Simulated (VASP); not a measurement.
V (bcc) is relaxed at rising pressure, each step from the one before. Symmetry mostly holds the structure type, and other phases were not tried. The mesh follows the cell, and a change of mesh leaves a small step in the series.

Here is the system:

```
CELL_PARAMETERS angstrom
     -1.46394     1.46394     1.46394
      1.46394    -1.46394     1.46394
      1.46394     1.46394    -1.46394
ATOMIC_POSITIONS crystal
  V  0.00000 0.00000 0.00000
```

These are LDA (Ceperley-Alder, Perdew-Zunger), VASP's LDA PAW potentials (set 64) (plane waves; VASP 6.6.1) values and carry that method's errors. Settings: 500 eV cut-off, 17×17×17 Γ-centred mesh, first-order Methfessel-Paxton smearing of 0.10 eV, potentials V_sv.

| P (GPa) | V (Å³/atom) | H − H(0) (eV/atom) | space group | gap on the mesh (eV) | k-mesh |
|---|---|---|---|---|---|
| 0 | 12.55 | 0.000 | Im-3m | 0.00 | 17×17×17 |
| 5 | … | … | Im-3m | 0.00 | 17×17×17 |
| 10 | 12.01 | 0.763 | Im-3m | 0.00 | 18×18×18 |
| 20 | 11.57 | 1.499 | Im-3m | 0.00 | 18×18×18 |
| 30 | 11.19 | 2.210 | Im-3m | 0.00 | 18×18×18 |
| 45 | … | … | Im-3m | 0.00 | 18×18×18 |

Question: Some entries are withheld; supply them.

Answer: 
- 5, V (Å³/atom): 12.27
- 5, H − H(0) (eV/atom): 0.388
- 45, V (Å³/atom): 10.71
- 45, H − H(0) (eV/atom): 3.235

Pressures at which the relaxation failed are left out.

The compound is V in the bcc structure. The run is not spin-polarised, so no magnetic state was tried.
